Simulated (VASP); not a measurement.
KZnF3:

```xyz
5
Lattice="4.1276 0.0000 0.0000 0.0000 4.1276 0.0000 0.0000 0.0000 4.1276" Properties=species:S:1:pos:R:3 pbc="T T T"
K     0.0000    0.0000    0.0000
Zn    2.0638    2.0638    2.0638
F     2.0638    2.0638    0.0000
F     0.0000    2.0638    2.0638
F     2.0638    0.0000    2.0638
```

Base run:

* Program: VASP 6.6.1
* Functional: PBE
* Potentials or basis: VASP PAW PBE potentials, release 64 (K_sv, Zn, F)
* Cutoff: 520 eV
* k mesh: 6 × 6 × 6
* Occupations: gaussian, width 0.02 eV
* Spin: no spin polarisation

Its results: band gap on the k mesh 3.65 eV, indirect (least direct gap 5.19 eV); pressure 0.2 GPa.

Task: The run is repeated on the same cell with these changes: functional from PBE to LDA; potentials or basis from VASP PAW PBE potentials, release 64 (K_sv, Zn, F) to VASP PAW LDA potentials, release 64 (K_sv, Zn, F). What comes out?

Result: Band gap on the k mesh 3.45 eV, indirect (least direct gap 4.93 eV); pressure -8.1 GPa.

A k mesh can miss the band edges.

Not every run made on this cell is shown here.
